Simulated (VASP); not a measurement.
Set up this calculation in VASP 6.6.1, as the native input.

```
Task                   : relaxation of cell and atoms
Functional             : PBE
Potentials or basis    : VASP PAW PBE potentials, release 64 (H, W_sv, Cl)
Cutoff                 : 520 eV
k mesh                 : 3 × 3 × 3
Occupations            : gaussian, width 0.15 eV
Spin                   : no spin polarisation
Further INCAR settings : PREC = Normal; ALGO = Fast; EDIFF = 0.0001; IBRION = 2; EDIFFG = -0.08; NSW = 24; ISIF = 3
```

The structure of HWCl6 lies in POSCAR:

```
HWCl6
1.0
    3.1000000000      1.7897858300      5.6666666700
   -3.1000000000      1.7897858300      5.6666666700
    0.0000000000     -3.5795716700      5.6666666700
H W Cl
1 1 6
Direct
    0.5000000000      0.5000000000      0.5000000000
    0.0000000000      0.0000000000      0.0000000000
    0.0800000000      0.7650000000      0.3950000000
    0.7650000000      0.3950000000      0.0800000000
    0.2350000000      0.6050000000      0.9200000000
    0.6050000000      0.9200000000      0.2350000000
    0.3950000000      0.0800000000      0.7650000000
    0.9200000000      0.2350000000      0.6050000000
```

The cell was built by a generator and needn't be a form met in nature.

The input as run:

INCAR

```
SYSTEM = HWCl6
  PREC = Normal
  ENCUT = 520
  EDIFF = 1E-4
  ISMEAR = 0
  SIGMA = 0.15
  LREAL = .False.
  LASPH = .True.
  NELM = 60
  ALGO = Fast
  ISIF = 3
  LWAVE = .False.
  LCHARG = .False.
  GGA = PE
  IBRION = 2
  NSW = 24
  EDIFFG = -0.08
```

KPOINTS

```
Automatic mesh
0
Gamma
  3 3 3
  0 0 0
```

Potentials or basis: VASP PAW PBE potentials, release 64 (H, W_sv, Cl).

Run with:

```sh
$ cat potpaw_PBE.64/H/POTCAR potpaw_PBE.64/W_sv/POTCAR potpaw_PBE.64/Cl/POTCAR > POTCAR
$ mpirun -np 1 vasp_std > vasp.out
```

Results of the run:

The relaxed volume is 22.94 Å³/atom, the relaxed cell is a = 6.591 Å, b = 6.591 Å, c = 6.591 Å, α = 55.97°, β = 55.97°, γ = 55.97° and the space group after relaxing (to 0.05 Å) is R-3 (No. 148). The energy gained by relaxing is 26.9 meV/atom and the ionic steps are 17. The pressure after relaxing is 0.1 GPa, the largest force after relaxing is 0.067 eV/Å and the band gap on the k mesh is none (metal or under the smearing width).

Caveat: the k mesh is coarse (spacing up to 0.41 Å⁻¹), so the values aren't converged; an odd number of electrons without spin polarisation forces a metal; a magnetic or distorted state may lie lower; the relaxation stopped at a loose force limit of 0.08 eV/Å, so its end isn't a converged minimum.

It took 6.6 min on 1 thread of Intel(R) Xeon(R) Platinum 8375C CPU @ 2.90GHz (Ice Lake), on a shared host, peak memory 0.26 GiB.
